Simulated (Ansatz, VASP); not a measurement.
## ReSbP in VASP and in Ansatz

Contents of INCAR:

```
SYSTEM = ReSbP
  PREC = Accurate
  ENCUT = 520
  EDIFF = 1E-7
  ISMEAR = 0
  SIGMA = 0.1
  LREAL = .FALSE.
  LASPH = .TRUE.
  NELM = 60
  ALGO = Normal
  ISIF = 2
  LWAVE = .FALSE.
  LCHARG = .TRUE.
  GGA = PE
  LELF = .TRUE.
  LVHAR = .TRUE.
  NBANDS = 26
```

KPOINTS

```
Automatic mesh
0
G
  6 6 2
  0 0 0
```

POSCAR

```
ReSbP
1.0
    4.3119850500      0.0000000000      0.0000000000
   -2.1559925300      3.7342885900      0.0000000000
    0.0000000000      0.0000000000      7.9048166300
Re Sb P
2 2 2
Direct
    0.3333333300      0.6666666700      0.7500000000
    0.6666666700      0.3333333300      0.2500000000
    0.0000000000      0.0000000000      0.0000000000
    0.0000000000      0.0000000000      0.5000000000
    0.3333333300      0.6666666700      0.2500000000
    0.6666666700      0.3333333300      0.7500000000
```

Input for Ansatz:

```yaml
crystal:
  lattice:
    - [4.31198505, 0.0, 0.0]
    - [-2.15599253, 3.73428859, 0.0]
    - [0.0, 0.0, 7.90481663]
  atoms:
    - { symbol: Re, position: [0.33333333, 0.66666667, 0.75] }
    - { symbol: Re, position: [0.66666667, 0.33333333, 0.25] }
    - { symbol: Sb, position: [0.0, 0.0, 0.0] }
    - { symbol: Sb, position: [0.0, 0.0, 0.5] }
    - { symbol: P, position: [0.33333333, 0.66666667, 0.25] }
    - { symbol: P, position: [0.66666667, 0.33333333, 0.75] }
basis:
  ecutwfc: 420
kpoints:
  mp_grid: { grid: [6, 6, 2] }
hamiltonian:
  xc: pbe
scf:
  occupations: { method: gaussian, width: 0.1 }
  lower_state_search: "off"
output:
  forces: true
  stress: true
  eigenvalues: true
```

Change from the starting cell: species swapped into the EuAgP type (P6_3/mmc, No. 194).

Alike in both runs: task single point; functional PBE; k mesh 6 × 6 × 2; occupations gaussian, width 0.1 eV; no spin polarisation.

|  | VASP | Ansatz |
| --- | --- | --- |
| version | VASP 6.6.1 | Ansatz 0.2.0 |
| potentials or method | VASP PAW PBE potentials, release 64 (Re, Sb, P) | scalar-relativistic, plane waves, PAW |
| plane-wave cutoff (eV) | 520 | 420 |
| valence electrons in the cell | 34 | 70 |

Ansatz gave:

```
gap on the k mesh at the Fermi level (eV)       : none
pressure (GPa)                                  : -14.1
largest component of the traceless stress (GPa) : 14.49
```

**Question.** Which values does VASP return?

**Answer.** gap on the k mesh at the Fermi level (eV): none; pressure (GPa): -14.2; largest component of the traceless stress (GPa): 14.38.

A gap of «none» marks a metal or a gap that the smearing closes. The functional is the same, so the differences come from potentials, cutoffs and numerics. The two sets of potentials don't hold the same shells in valence.

Caveats: the k mesh is coarse (spacing up to 0.40 Å⁻¹), so the values aren't converged. The runs have no spin-orbit coupling, so splittings on Re, Sb are missing.
